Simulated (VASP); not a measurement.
Shape and ions are relaxed at each volume.

Energy against volume of MoSi2 (MoSi2 type). Level of theory: RPBE GGA, VASP's PBE PAW potentials (set 64) (plane waves; VASP 6.6.1).

```csv
V (Å³/atom),E (eV/atom)
12.917,-7.32610
13.329,-7.35224
13.742,-7.36031
14.154,-7.35307
14.566,-7.33286
```

### Question
Fit a third-order Birch-Murnaghan equation of state.

### Answer

volume per atom: 13.74 Å³/atom
bulk modulus: 198 GPa
pressure derivative of the bulk modulus: 4.51

The compound is MoSi2 in the MoSi2 type structure. It was relaxed first.
